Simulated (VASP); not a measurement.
Consider the following.

```yaml
crystal:
  lattice:
    - [4.66878, 0.00000, 0.00000]
    - [0.00000, 4.66878, 0.00000]
    - [0.00000, 0.00000, 4.66878]
  atoms:
    - { symbol: Cs, position: [0.00000, 0.00000, 0.00000] }
    - { symbol: I, position: [0.50000, 0.50000, 0.50000] }
```

Level of theory: PBE GGA, VASP's PBE PAW potentials (set 64) (plane waves; VASP). Run with 400 eV cut-off, 5×5×5 Γ-centred mesh, Gaussian smearing of 0.050 eV, potentials Cs_sv I.

**Question.** Predict the energy per atom (σ→0).

**Answer.** 
The energy per atom (σ→0) comes out as -2.721 eV/atom.

The compound is CsI in the CsCl type structure. It was relaxed first, which changed the volume by +7 %. The start is the result of an earlier pass.
